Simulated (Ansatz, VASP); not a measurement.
## Two plane-wave programs on RbGe2

```
CELL_PARAMETERS angstrom
2.87155 1.65789 3.19758
-2.87155 1.65789 3.19758
0.00000 -3.31578 3.19758
ATOMIC_POSITIONS crystal
Rb 0.50000 0.50000 0.50000
Ge 0.86695 0.86695 0.86695
Ge 0.13305 0.13305 0.13305
```

Alike in both runs: functional PBE; k mesh 3 × 3 × 3; occupations gaussian, width 0.1 eV; no spin polarisation.

Ansatz relaxed the structure, and its values are those at the end. VASP's run is a single point on that final structure, the one shown.

|  | VASP | Ansatz |
| --- | --- | --- |
| version | VASP 6.6.1 | Ansatz 0.2.0 |
| potentials or method | VASP PAW PBE potentials, release 64 (Rb_sv, Ge_d) | scalar-relativistic, plane waves, PAW |
| plane-wave cutoff (eV) | 520 | 420 |
| valence electrons in the cell | 37 | 37 |

```tsv
	VASP	Ansatz	Ansatz less VASP
gap on the k mesh at the Fermi level (eV)	none	none	-
pressure (GPa)	0.1	0.0	-0.04
rms of the force components (eV/Å)	0.004	0.001	-0.0030
```

A gap of «none» marks a metal or a gap that the smearing closes. With one functional, cell and mesh, what is left measures potentials, basis and numerics.

Caveats: the k mesh is coarse (spacing up to 0.47 Å⁻¹), so the values aren't converged.
